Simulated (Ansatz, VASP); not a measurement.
# Cross-check of K4Ca2Si11B10O41 between VASP and Ansatz, part 2 of 2

Aim: how closely do two programs agree when they are given the same cell, functional and k mesh? The structure shown is frame 203 of Ansatz's trajectory.

VASP 6.6.1 and Ansatz 0.2.0.

So far: The structure; Ansatz: dynamics, RPBE.

## (3) VASP: single point, RPBE

Level of this step: RPBE; plane waves and PAW (Si, B, Ca_sv, K_sv, O) (VASP).

The same cell, functional and mesh now go to VASP, with its own data sets.

Lines of VASP's logs that name or quote its potential files are left out, and so is its time.

File INCAR:

```
SYSTEM = K4Ca2Si11B10O41
PREC = Accurate
ENCUT = 520
EDIFF = 1E-06
NELM = 120
ISMEAR = 0
SIGMA = 0.01
LREAL = Auto
ALGO = Normal
GGA = RP
NBANDS = 240
LORBIT = 11
LWAVE = .FALSE.
LCHARG = .FALSE.
ISIF = 2
LASPH = .TRUE.
GGA_COMPAT = .FALSE.
EFERMI = MIDGAP
NCORE = 2
```

File POSCAR:

```
K4Ca2Si11B10O41
1.0
    9.5480200000      0.0000000000      0.0000000000
    0.0000000000      9.5480200000      0.0000000000
    0.0000000000      0.0000000000      9.5480200000
Si B Ca K O
11 10 2 4 41
Direct
    0.8153627663      0.6082308164      0.7413474207
    0.2796496027      0.2371172243      0.7890745935
    0.5763498610      0.3112373037      0.0521574106
    0.9796062430      0.8931171070      0.4601268116
    0.4726948624      0.7851889711      0.3844776194
    0.5344039916      0.8323715283      0.9377232138
    0.3491090299      0.0782361160      0.0571636842
    0.2558959868      0.5300784875      0.6481029575
    0.0653852841      0.7737625183      0.7926460146
    0.8800044407      0.5823825254      0.2136568629
    0.8327171497      0.1586088006      0.1970879826
    0.2141595849      0.9174362852      0.2785184782
    0.5699401551      0.2359127861      0.7595187274
    0.0650815562      0.0447841542      0.7086495420
    0.0527543931      0.7790410996      0.1038330460
    0.0091118368      0.5789682049      0.4961447504
    0.9227358133      0.4400074570      0.9593193144
    0.7342359987      0.9182217884      0.3016122714
    0.9618538713      0.1790737766      0.9340994258
    0.5700029954      0.6056019992      0.1610595705
    0.5110064705      0.6962385919      0.6715109520
    0.7563976615      0.9518203774      0.7079897193
    0.8912109526      0.2730304293      0.5916619362
    0.4094461469      0.1164429903      0.4591946812
    0.6298478637      0.4602210720      0.4579902430
    0.1454856609      0.2897145167      0.2541050396
    0.3020521532      0.6125144271      0.9866464461
    0.1780788059      0.8064813438      0.1711663780
    0.8634565072      0.2079593465      0.3552673748
    0.8947195335      0.7610373669      0.7557378388
    0.3199720989      0.8621159151      0.3827914060
    0.7869484982      0.9943653239      0.1944067985
    0.8127130023      0.8880689399      0.4187779246
    0.7274283045      0.2653639184      0.1105150597
    0.9682007369      0.3221819812      0.8928133791
    0.4575608346      0.7520197905      0.7995584425
    0.6501243190      0.6258156141      0.7075079441
    0.6596131973      0.9372938054      0.9145351602
    0.1429301572      0.9191434454      0.7466574222
    0.4742449220      0.1834725943      0.1134161847
    0.5645673134      0.7086076485      0.0537074702
    0.9591412670      0.1504814611      0.0739106118
    0.4353991718      0.1865936603      0.7246423866
    0.9491915601      0.5265594333      0.3628919923
    0.5919656641      0.8962172262      0.3142955293
    0.1557076755      0.1648509324      0.6871686486
    0.0611100521      0.7500403225      0.9599791370
    0.5218778344      0.4633002444      0.0967425707
    0.0232508939      0.7328116196      0.4979985379
    0.9676875415      0.0105990561      0.6010356074
    0.5231765329      0.7802874313      0.5490352974
    0.8280669710      0.5350533409      0.8964162203
    0.9304756379      0.7446465340      0.1817235406
    0.4190083389      0.5710189128      0.6212492224
    0.5947201619      0.3004811469      0.8822247963
    0.6698875788      0.2075718316      0.6588172207
    0.3946786873      0.9353667043      0.9808337226
    0.2582943898      0.1884579211      0.9481023291
    0.2720354587      0.0431922011      0.2039899372
    0.4837756938      0.6347389302      0.2953491928
    0.2648611964      0.4003238368      0.7676251202
    0.1654583882      0.6472336673      0.7440495516
    0.9068791226      0.5185891944      0.6188927128
    0.9605237526      0.4747685908      0.0955695526
    0.7135510818      0.5806753652      0.2157829581
    0.1461140634      0.4935368799      0.5201392540
    0.0923542263      0.9665983104      0.3637927026
    0.9587013852      0.0854208517      0.8280146041
```

File KPOINTS:

```
Automatic mesh
0
Gamma
1 1 1
0 0 0
```

Potentials, in the order of the species: Si, B, Ca_sv, K_sv and O (PBE family, release 64).

Command:

```bash
> mpirun -np 8 vasp_gam
```

Numbers of over 12 decimals in the logs are rounded to 6 here.

The log of the run:

```text
[banner, memory and clock lines left out]
running    8 mpi-ranks, on    1 nodes
[...]
|                                                                             |
|               ----> ADVICE to this user running VASP <----                  |
|                                                                             |
|     You enforced a specific xc type in the INCAR file but a different       |
|     [... a line on the potential file left out ...]
|     I HOPE YOU KNOW WHAT YOU ARE DOING!                                     |
|                                                                             |

 LDA part: xc-table for (Slater+PW92), standard interpolation
 POSCAR, INCAR and KPOINTS ok, starting setup
[...]
entering main loop
       N       E                     dE             d eps       ncg     rms          rms(c)
DAV:   1     0.391067060785E+04    0.39107E+04   -0.22483E+05   496   0.158E+03
DAV:   2    -0.175983775730E+03   -0.40867E+04   -0.39380E+04   592   0.418E+02
DAV:   3    -0.532342061839E+03   -0.35636E+03   -0.35342E+03   576   0.133E+02
DAV:   4    -0.545899189782E+03   -0.13557E+02   -0.13497E+02   616   0.242E+01
[...]
DAV:  16    -0.487394340794E+03   -0.33162E-05   -0.84450E-05   736   0.277E-02    0.126E-02
DAV:  17    -0.487394343000E+03   -0.22066E-05   -0.24542E-05   560   0.123E-02    0.837E-03
DAV:  18    -0.487394343501E+03   -0.50071E-06   -0.26756E-06   424   0.463E-03
   1 F= -.48739434E+03 E0= -.48739434E+03  d E =0.000000E+00
```

Parts of OUTCAR (step 3):

```text
 POSITION                                       TOTAL-FORCE (eV/Angst)
 -----------------------------------------------------------------------------------
      7.78510      5.80740      7.07840        -0.782328     -0.864205     -0.343913
      2.67010      2.26400      7.53410        -0.206048     -2.034913     -1.841936
      5.50300      2.97170      0.49800        -0.127292     -0.854379      0.000090
      9.35330      8.52750      4.39330         0.252034     -0.135227      0.878268
      4.51330      7.49700      3.67100         0.673468     -0.058722     -0.885973
      5.10250      7.94750      8.95340        -0.997187      0.196757      0.106251
      3.33330      0.74700      0.54580         0.646195     -0.053310     -0.215274
      2.44330      5.06120      6.18810        -0.792792      0.978915      1.384213
      0.62430      7.38790      7.56820         1.176531      0.731089      0.236285
      8.40230      5.56060      2.04000         1.000669      0.127071     -0.035400
      7.95080      1.51440      1.88180         0.033589      0.119530     -0.413720
      2.04480      8.75970      2.65930        -0.117882     -1.000419     -0.052890
      5.44180      2.25250      7.25190         0.530293     -0.974662     -1.305250
      0.62140      0.42760      6.76620         0.817667     -0.617958      1.965772
[...]
-----------------------------------------------------------------------------------
    total drift:                                0.015679      0.023546      0.019688

  FREE ENERGIE OF THE ION-ELECTRON SYSTEM (eV)
  ---------------------------------------------------
  free  energy   TOTEN  =      -487.3943435011 eV

  energy  without entropy=     -487.3943435011  energy(sigma->0) =     -487.39434350

[... 2 further parts left out ...]
```

The run ends at a pressure of 1.29 GPa, with forces up to 2.8 eV/Å.

## (4) Comparison

Known differences besides the potentials themselves: fixed occupations in Ansatz, narrow Gaussian smearing in VASP; the cutoff is 420 eV in Ansatz and 520 eV in VASP (PREC = Accurate, projectors in real space); Ansatz makes its cores anew for this functional, VASP keeps those of its PBE data sets. Total energies have different zeros and are not compared.

Forces on 9 of the 68 atoms, those with the largest forces and the largest differences (eV/Å; atoms numbered as in POSCAR):

```csv
atom,"Ansatz x, y, z","VASP x, y, z"
Si2,"-0.184, -2.037, -1.808","-0.206, -2.035, -1.842"
Si6,"-0.911, 0.258, 0.074","-0.997, 0.197, 0.106"
B14,"0.831, -0.647, 1.961","0.818, -0.618, 1.966"
B17,"-1.271, 1.380, 0.686","-1.261, 1.383, 0.673"
B21,"-0.330, -1.790, 0.519","-0.314, -1.822, 0.508"
O41,"-0.591, 0.489, 0.020","-0.607, 0.551, -0.031"
O47,"-0.279, 0.472, 1.848","-0.291, 0.492, 1.812"
O50,"-0.936, -0.459, -2.508","-0.927, -0.505, -2.580"
O58,"0.124, -0.922, 1.762","0.163, -0.956, 1.776"
```

The forces differ by 28 meV/Å r.m.s., which is 4.0 % of the r.m.s. force of 0.692 eV/Å (both taken over all components).

## (5) Summary of results

| Item | Value |
| --- | --- |
| r.m.s. force difference (single point, RPBE) | 4.0 % of the r.m.s. force |

**Reading.** The r.m.s. force difference is 4.0 % of the r.m.s. force (single point, RPBE), beyond the 3 % picked in this series as the mark of a large difference. What causes the difference of the single point, RPBE pair stays open here. 2 further runs of this series are not shown here. How closely two codes agree says nothing of how well the functional describes the real material.

[Lines on the potential files, build, host, timing and source positions are cut from VASP's logs without a mark.]

[Logs are printed without paths, hosts, clocks, repeated set-up lines and the standing remarks that a program may print on its own settings, such as how far it seeks lower states.]

[Hosts, paths, dates, database ids (printed as entryN), source tags and the programs' standing remarks are cut or masked in the printed files.]
